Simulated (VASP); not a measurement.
Consider the following.

```xyz
64
Lattice="11.9995 0.0000 0.0000 0.0000 11.9995 0.0000 0.0000 0.0000 11.9995" Properties=species:S:1:pos:R:3 pbc="T T T"
In     5.9991    11.9932    11.9944
In     9.0003     2.9984     0.0144
In     9.0003     0.0127     2.9983
In    11.9976     0.0037    11.9975
In     2.9990     2.9980    11.9863
In     5.9968     6.0011    11.9942
In     9.0018     9.0010    11.9887
In     2.9965    11.9816     2.9965
In     5.9675     3.0293     3.0305
In     8.9623     6.0240     3.0338
In     5.9987    11.9905     5.9981
In     8.9614     3.0317     6.0312
In     9.0008    11.9852     9.0010
In    11.9965     5.9989    11.9943
In     2.9984     8.9999     0.0095
In    11.9859     2.9990     2.9995
In     3.0286     5.9707     3.0277
In     6.0257     8.9606     3.0329
In    11.9949    11.9991     5.9990
In     3.0312     3.0292     5.9661
In     8.9672     8.9636     5.9712
In     2.9989     0.0122     9.0009
In     6.0315     3.0309     8.9646
In     8.9702     5.9697     8.9648
In     0.0127     8.9997     2.9968
In    11.9967     6.0024     5.9983
In     3.0320     8.9622     6.0265
In     0.0133     2.9978     9.0004
In     3.0353     6.0227     8.9616
In     5.9742     8.9607     8.9621
In    11.9889     9.0008     9.0027
P      7.4813     1.5270     1.5269
P     10.4690     4.5145     1.5299
P     10.4661     1.5309     4.5148
P      1.5043     1.5022     1.5047
P      4.5002     4.5007     1.4924
P      7.4967     7.4953     1.4928
P     10.4961    10.4967     1.5051
P      4.4997     1.4885     4.4994
P      7.3608     4.6299     4.6353
P     10.5025     7.4958     4.4969
P      7.4964     1.4881     7.4967
P     10.5061     4.4978     7.4972
P     10.4929     1.5041    10.4953
P      1.5279     7.4827     1.5267
P      4.5153    10.4657     1.5291
P      1.4928     4.5017     4.5000
P      4.6317     7.3600     4.6334
P      7.4987    10.4986     4.4961
P      1.5295     1.5287     7.4833
P      4.6361     4.6280     7.3612
P      5.9993     5.9957     5.9990
P      7.3687     7.3605     7.3634
P     10.4693    10.4668     7.4844
P      4.5161     1.5294    10.4687
P      7.4986     4.5017    10.5039
P     10.4684     7.4857    10.4683
P      1.5282    10.4670     4.5159
P      1.4944     7.4955     7.4983
P      4.4983    10.4990     7.4997
P      1.5304     4.5136    10.4684
P      4.4999     7.4961    10.4976
P      7.4858    10.4644    10.4663
P      1.5056    10.4970    10.4960
```
Cell charge -1.

These are HSE06 screened hybrid, VASP's PBE PAW potentials (set 64) (plane waves; VASP) values and carry that method's errors. Run with PREC = Normal, LREAL = Auto, ISYM = 0, NELECT = 259.0, EDIFF = 1E-5, 400 eV cut-off, 1×1×1 Γ-centred mesh, Gaussian smearing of 0.050 eV, potentials In P. Starting moments (MAGMOM): 64*0.0156. The cell's moment is fixed (NUPDOWN = 1).

The cell is charged, with a uniform compensating background. The supercell is sampled at Γ alone, which is coarse: total energies, pressure and levels can be off, energies of defects by several tenths of an eV.

Q: Predict the cell moment, energy per atom (σ→0).

A: 
```yaml
cell_moment: 1.00 μB
energy per atom (σ→0): -4.887 eV/atom
```

The cell is a supercell with a defect, built from InP (zinc blende): P_In, charge -1. The cell's shape comes from a PBE relaxation.
